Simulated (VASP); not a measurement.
## TaAs under changes of volume

One of the cells (17.080 Å³/atom); the others are scaled copies at fixed shape and fractional positions:

```xyz
4
Lattice="-1.7159 1.7159 5.8010 1.7159 -1.7159 5.8010 1.7159 1.7159 -5.8010" Properties=species:S:1:pos:R:3 pbc="T T T"
Ta    0.0000    0.0000    5.8042
Ta    1.7159    0.0000    2.9037
As    0.0000    0.0000    0.9551
As    0.0000    1.7159    3.8556
```

The cell is a database's computed one.

| Quantity | Value |
| --- | --- |
| Program | VASP 6.6.1 |
| Functional | PBEsol |
| Potentials or basis | VASP PAW PBE potentials, release 64 (Ta_pv, As) |
| Cutoff | 520 eV |
| k mesh | 10 × 10 × 10 |
| Occupations | fermi-dirac, width 0.05 eV |
| Spin | no spin polarisation |

```tsv
volume (Å³/atom)	energy over the lowest point (meV/atom)	pressure (GPa)	largest force (eV/Å)
16.397	18.10	8.7	0.031
16.738	?	?	?
17.080	0.00	0.1	0.004
17.421	3.82	-3.6	0.008
17.763	15.07	-6.9	0.018
```

Problem. What does the run at 16.738 Å³/atom give?

Solution. Energy over the lowest point 4.44 meV/atom; pressure 4.1 GPa; largest force 0.017 eV/Å.

Worked out: A Birch-Murnaghan fit of order 2 (a polynomial in V^(-2/3)) to the other rows has its minimum at 17.09 Å³/atom with B0 = V·E''(V) = 193 GPa at fixed shape and positions, which overstates the stiffness. It gives 4.50 meV/atom at 16.738 Å³/atom, against the run's 4.44, and -dE/dV = 4.2 GPa, against 4.1.

Energies are extrapolated to zero smearing.

Caveats: the PAW data sets were made with another functional, which shifts forces and pressure a little.
